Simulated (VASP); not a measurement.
Method: r2SCAN+rVV10, VASP's PBE PAW potentials (set 64) (plane waves; VASP).

VASP ran on this input.

KPOINTS:
```
Regular mesh
0
Gamma
  14 14 10
0 0 0
```

INCAR:
```
SYSTEM=TiAl
PREC=Accurate; ENCUT=520; LREAL=.FALSE.
LASPH=.TRUE.
EDIFF=1E-7; NELM=100; ALGO=Normal
LMAXMIX=4; LMIXTAU=.TRUE.
ISMEAR=-5
METAGGA=R2SCAN; LUSE_VDW=.TRUE.; BPARAM=11.95
CPARAM=0.0093
ISIF=2
LWAVE=.FALSE.; LCHARG=.FALSE.; LORBIT=11
NEDOS=601
```

### POSCAR
```
TiAl
1
    2.8111898940     0.0000000000     0.0000000000
    0.0000000000     2.8111898940    -0.0000000000
    0.0000000000     0.0000000000     4.0454396128
Ti Al
1 1
Direct
  0.0000000000   0.0000000000   0.0000000000
  0.5000000000   0.5000000000   0.5000000000
```

KPOINTS_OPT:
```
k-points along high-symmetry lines
6
Line-mode
Reciprocal
  0.000000   0.000000   0.000000 ! GAMMA
  0.000000   0.500000   0.000000 ! X

  0.000000   0.500000   0.000000 ! X
  0.500000   0.500000   0.000000 ! M

  0.500000   0.500000   0.000000 ! M
  0.000000   0.000000   0.000000 ! GAMMA

  0.000000   0.000000   0.000000 ! GAMMA
  0.000000   0.000000   0.500000 ! Z

  0.000000   0.000000   0.500000 ! Z
  0.000000   0.500000   0.500000 ! R

  0.000000   0.500000   0.500000 ! R
  0.500000   0.500000   0.500000 ! A

  0.500000   0.500000   0.500000 ! A
  0.000000   0.000000   0.500000 ! Z

  0.000000   0.500000   0.000000 ! X
  0.000000   0.500000   0.500000 ! R

  0.500000   0.500000   0.000000 ! M
  0.500000   0.500000   0.500000 ! A
```

POTCAR, in this order: Ti_sv Al (PBE.64 set). Program: vasp_std.

Output of the run:

File OUTCAR:
```
 ion  position               nearest neighbor table
   1  0.000  0.000  0.000-   2 2.84   2 2.84   2 2.84   2 2.84   2 2.84   2 2.84   2 2.84   2 2.84
  LATTYP: Found a simple tetragonal cell.
 ALAT       =     2.8111898940
 C/A-ratio  =     1.4390488602
 Subroutine PRICEL returns:
 Original cell was already a primitive cell.
 Subroutine GETGRP returns: Found 16 space group operations
The static configuration has the point symmetry D_4h.
The dynamic configuration has the point symmetry D_4h.
 Subroutine INISYM returns: Found 16 space group operations
 Subroutine IBZKPT returns following result:
 Found    216 irreducible k-points:

 Following reciprocal coordinates:
            Coordinates               Weight
  0.000000  0.000000  0.000000      1.000000
  0.071429  0.000000  0.000000      4.000000
  0.142857  0.000000  0.000000      4.000000
  0.214286  0.000000  0.000000      4.000000
  0.285714  0.000000  0.000000      4.000000
  0.357143  0.000000  0.000000      4.000000
  0.428571  0.000000  0.000000      4.000000
  0.500000  0.000000  0.000000      2.000000
  0.071429  0.071429  0.000000      4.000000
  0.142857  0.071429  0.000000      8.000000
  0.214286  0.071429  0.000000      8.000000
  0.285714  0.071429  0.000000      8.000000
  0.357143  0.071429  0.000000      8.000000
  0.428571  0.071429  0.000000      8.000000
  0.500000  0.071429  0.000000      4.000000
  0.142857  0.142857  0.000000      4.000000
  0.214286  0.142857  0.000000      8.000000
  0.285714  0.142857  0.000000      8.000000
  0.357143  0.142857  0.000000      8.000000
  0.428571  0.142857  0.000000      8.000000
  0.500000  0.142857  0.000000      4.000000
  0.214286  0.214286  0.000000      4.000000
  0.285714  0.214286  0.000000      8.000000
  0.357143  0.214286  0.000000      8.000000
...
```

File OSZICAR:
```
       N       E                     dE             d eps       ncg     rms          rms(c)
DAV:   1     0.839499796406E+02    0.83950E+02   -0.77109E+03  4760   0.143E+03
DAV:   2    -0.182606116707E+02   -0.10221E+03   -0.99510E+02  4779   0.348E+02
DAV:   3    -0.246487781271E+02   -0.63882E+01   -0.61662E+01  7648   0.832E+01
DAV:   4    -0.249031988811E+02   -0.25442E+00   -0.25001E+00  6014   0.141E+01
DAV:   5    -0.249158493435E+02   -0.12650E-01   -0.12573E-01  6980   0.277E+00    0.115E+01
DAV:   6    -0.206633290044E+02    0.42525E+01   -0.15402E+01  6882   0.565E+01    0.314E+00
DAV:   7    -0.200635883055E+02    0.59974E+00   -0.17164E+00  5551   0.161E+01    0.191E+00
DAV:   8    -0.201839008179E+02   -0.12031E+00   -0.60722E-01  5897   0.668E+00    0.130E+00
DAV:   9    -0.202035987164E+02   -0.19698E-01   -0.55767E-02  5860   0.317E+00    0.721E-01
DAV:  10    -0.202037602362E+02   -0.16152E-03   -0.17805E-01  4904   0.519E+00    0.239E-01
DAV:  11    -0.202455883650E+02   -0.41828E-01   -0.29470E-02  4906   0.190E+00    0.958E-02
DAV:  12    -0.202468048599E+02   -0.12165E-02   -0.11579E-03  5885   0.407E-01    0.643E-02
DAV:  13    -0.202467441600E+02    0.60700E-04   -0.10539E-03  4854   0.445E-01    0.458E-02
DAV:  14    -0.202471394418E+02   -0.39528E-03   -0.38040E-04  4866   0.219E-01    0.140E-02
DAV:  15    -0.202471498692E+02   -0.10427E-04   -0.12825E-05  5596   0.468E-02    0.135E-02
DAV:  16    -0.202471451024E+02    0.47669E-05   -0.29425E-06  5250   0.199E-02    0.107E-02
DAV:  17    -0.202471364905E+02    0.86119E-05   -0.14263E-05  5339   0.252E-02    0.256E-03
DAV:  18    -0.202471359422E+02    0.54831E-06   -0.94509E-07  5896   0.133E-02    0.218E-03
DAV:  19    -0.202471383444E+02   -0.24022E-05   -0.53266E-07  4903   0.982E-03    0.120E-03
DAV:  20    -0.202471391912E+02   -0.84682E-06   -0.14819E-07  3127   0.476E-03    0.293E-04
DAV:  21    -0.202471391826E+02    0.85886E-08   -0.23130E-08  2502   0.238E-03
   1 F= -.20247139E+02 E0= -.20247139E+02  d E =0.000000E+00
       N       E                     dE             ncg
```

File OUTCAR:
```
------------------------ aborting loop because EDIFF is reached ----------------------------------------
  FORCE on cell =-STRESS in cart. coord.  units (eV):
  Direction    XX          YY          ZZ          XY          YZ          ZX
  --------------------------------------------------------------------------------------
  Total       -0.0297329     -0.0297329      0.1000704      0.0000000     -0.0000000      0.0000000
  in kB       -1.4900521     -1.4900521      5.0149915      0.0000000     -0.0000000      0.0000000
  external PRESSURE =       0.6782958 kB  Pullay stress =       0.0000000 kB
  volume of cell :       31.97
      direct lattice vectors                 reciprocal lattice vectors
     2.811189894  0.000000000  0.000000000     0.355721256  0.000000000  0.000000000
     0.000000000  2.811189894  0.000000000     0.000000000  0.355721256  0.000000000
     0.000000000  0.000000000  4.045439613     0.000000000  0.000000000  0.247191924
 POSITION                                       TOTAL-FORCE (eV/Angst)
 -----------------------------------------------------------------------------------
      0.00000      0.00000      0.00000         0.000000      0.000000      0.000000
      1.40559      1.40559      2.02272         0.000000      0.000000      0.000000
 -----------------------------------------------------------------------------------
    total drift:                               -0.000000      0.000000      0.000000
  FREE ENERGIE OF THE ION-ELECTRON SYSTEM (eV)
  ---------------------------------------------------
  free  energy   TOTEN  =       -20.2471391826 eV

  energy  without entropy=      -20.2471391826  energy(sigma->0) =      -20.24713918

 total charge

# of ion       s       p       d       tot
------------------------------------------
    1        2.202   6.132   1.926  10.259
    2        0.413   0.443   0.000   0.856
--------------------------------------------------
tot          2.615   6.574   1.926  11.115
```
(Selected blocks of OUTCAR.)

OUTCAR:
```
 val. band max:        8.4791104028   @ k =   0.1429   0.0714   0.2000

 cond. band min:       8.2961370139   @ k =   0.5000   0.5000   0.0000


 Fermi energy:         8.4883531800

 k-point     1 :       0.0000    0.0000    0.0000
  band No.  band energies     occupation
      1     -50.4418      2.00000
      2     -25.8215      2.00000
      3     -25.3241      2.00000
      4     -25.3241      2.00000
      5      -1.1849      2.00000
      6       6.4809      2.00000
      7       7.5030      2.00000
      8       8.0018      2.00000
      9      10.8789      0.00000
     10      10.8789      0.00000
     11      12.2326      0.00000

 k-point     2 :       0.0714    0.0000    0.0000
  band No.  band energies     occupation
      1     -50.4386      2.00000
      2     -25.8184      2.00000
      3     -25.3509      2.00000
      4     -25.3219      2.00000
      5      -1.0777      2.00000
      6       6.5674      2.00000
      7       7.5430      2.00000
      8       7.9192      2.00000
      9      10.8970      0.00000
     10      10.9830      0.00000
     11      12.1255      0.00000

 k-point     3 :       0.1429    0.0000    0.0000
  band No.  band energies     occupation
      1     -50.4297      2.00000
      2     -25.8095      2.00000
      3     -25.4254      2.00000
      4     -25.3156      2.00000
      5      -0.7592      2.00000
      6       6.8038      2.00000
      7       7.6267      2.00000
      8       7.7032      2.00000
      9      10.9481      0.00000
     10      11.2747      0.00000
     11      11.8458      0.00000

 k-point     4 :       0.2143    0.0000    0.0000
  band No.  band energies     occupation
      1     -50.4166      2.00000
      2     -25.7966      2.00000
      3     -25.5319      2.00000
      4     -25.3066      2.00000
      5      -0.2375      2.00000
      6       7.1138      2.00000
      7       7.4200      2.00000
      8       7.6165      2.00000
      9      11.0232      0.00000
...
```

For a metal the tetrahedron method with Blöchl corrections gives inexact stress and forces.

The compound is TiAl in the L1_0 structure. It was relaxed first. The electron count is odd and the run is not spin-polarised, which forces a metal.
